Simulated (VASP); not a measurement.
Data:

```xyz
2
Lattice="1.5069 -2.6100 0.0000 1.5069 2.6100 0.0000 0.0000 0.0000 5.5886" Properties=species:S:1:pos:R:3 pbc="T T T"
Cd     1.5069     0.8700     1.3971
Cd     1.5069    -0.8700     4.1914
```

Computed with rev-vdW-DF2, VASP's PBE PAW potentials (set 64) (plane waves; VASP). Run with 520 eV cut-off, Gaussian smearing of 0.050 eV, potentials Cd.

**Question.** Predict the band gap (along the path) with the smallest direct gap where there is one.

**Answer.** 
| Property | Value |
|---|---|
| band gap (along the path) | none (metal, semimetal or under 0.01 eV) |

Total energies compare only between runs with the same potentials, cut-off and functional.

The compound is Cd in the hcp structure. It was relaxed first.
